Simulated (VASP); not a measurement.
Runs of VASP 6.6.1 on Na. The structure is cubic, space group Im-3m (No. 229). Conventional cell: a = 4.235 Å, b = 4.235 Å, c = 4.235 Å, α = 90.00°, β = 90.00°, γ = 90.00°. Na (site symmetry m-3m) is surrounded by 8 Na at 3.67 Å. 

| task | level | potentials or basis | cell | k mesh | cutoff (eV) | gap on the mesh (eV) | pressure (GPa) | relaxed volume (Å³/atom) |
| --- | --- | --- | --- | --- | --- | --- | --- | --- |
| relaxation of cell and atoms | PBEsol | VASP PAW PBE potentials, release 64 (Na_pv) | relaxed | 14 × 14 × 14 | 300 | none | 0.0 | 36.33 |
| relaxation of cell and atoms | PBEsol | VASP PAW PBE potentials, release 64 (Na_pv) | relaxed | 6 × 6 × 6 | 600 | none | 0.0 | (a) |
| relaxation of cell and atoms | RPBE | VASP PAW PBE potentials, release 64 (Na_pv) | relaxed | 14 × 14 × 14 | 600 | none | 0.0 | (c) |
| relaxation of cell and atoms | PBEsol | VASP PAW PBE potentials, release 64 (Na_pv) | relaxed | 14 × 14 × 14 | 480 | none | 0.0 | 36.29 |
| relaxation of cell and atoms | PBEsol | VASP PAW PBE potentials, release 64 (Na) | relaxed | 14 × 14 × 14 | 580 | none | 0.0 | (b) |
| relaxation of cell and atoms | PBEsol | VASP PAW PBE potentials, release 64 (Na_pv) | relaxed | 14 × 14 × 14 | 600 | none | 0.0 | 36.21 |
| relaxation of cell and atoms | LDA | VASP PAW LDA potentials, release 64 (Na_pv) | relaxed | 14 × 14 × 14 | 600 | none | 0.0 | 33.18 |
| single point | PBEsol | VASP PAW PBE potentials, release 64 (Na_pv) | as given | 14 × 14 × 14 | 520 | none | -0.3 | - |

Alike in all rows: no spin polarisation; smearing gaussian 0.1 eV.

**Question.** Fill in the values left out.

**Answer.** (a) 36.66; (b) 36.24; (c) 39.57.

Caveats: the PAW data sets were made with another functional, which shifts forces and pressure a little (some runs); the cutoff is under 1.25 times the usual one of these potentials, so pressure, stress and relaxed cells hold a basis-set (Pulay) error (some runs); the volume moved by -13 % from the deposited cell, more than functionals usually miss (some runs).

A gap of «none» marks a metal or a gap under the smearing width.

The runs don't all hold the same shells in valence.

Runs at the PBE level aren't shown here.
